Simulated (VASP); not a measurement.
OSZICAR of a VASP run on ZnSe (zinc blende):

OSZICAR:
```
       N       E                     dE             d eps       ncg     rms          rms(c)
DAV:   1     0.825969963081E+02    0.82597E+02   -0.85323E+03   520   0.150E+03
DAV:   2    -0.868394410319E+00   -0.83465E+02   -0.79627E+02   565   0.264E+02
DAV:   3    -0.626800925669E+01   -0.53996E+01   -0.53714E+01   610   0.676E+01
DAV:   4    -0.632136875611E+01   -0.53359E-01   -0.53347E-01   580   0.738E+00
DAV:   5    -0.632167420021E+01   -0.30544E-03   -0.30544E-03   610   0.520E-01    0.461E+00
DAV:   6    -0.604712430713E+01    0.27455E+00   -0.69481E-01   734   0.284E+01    0.351E+00
DAV:   7    -0.603053627738E+01    0.16588E-01   -0.18698E-01   560   0.434E+00    0.148E+00
DAV:   8    -0.603072899415E+01   -0.19272E-03   -0.41855E-03   610   0.641E-01    0.454E-01
DAV:   9    -0.603101211062E+01   -0.28312E-03   -0.10574E-03   575   0.288E-01    0.691E-02
DAV:  10    -0.603109951292E+01   -0.87402E-04   -0.12827E-04   598   0.114E-01    0.164E-02
DAV:  11    -0.603111575636E+01   -0.16243E-04   -0.29464E-05   573   0.579E-02    0.563E-03
DAV:  12    -0.603111712706E+01   -0.13707E-05   -0.36437E-06   610   0.212E-02    0.406E-03
DAV:  13    -0.603111718560E+01   -0.58531E-07   -0.70187E-07   395   0.950E-03
   1 F= -.60311172E+01 E0= -.60311172E+01  d E =-.603112E+01
```

Problem. Which electronic solver shows in the log?

Solution. It is blocked Davidson (ALGO = Normal, or the opening steps of other solvers). The INCAR had ALGO = Normal.

Problem. Can the final energy be trusted as converged?

Solution. The calculation finished and met its thresholds. It stopped with EDIFF = 1E-6, NELM = 100, NSW = 60 and EDIFFG = -0.01 after 1 ionic step (PBE GGA, plane waves, VASP's PBE PAW potentials (set 64)).

The compound is ZnSe in the zinc blende structure. It was relaxed first. The start is the result of an earlier pass.
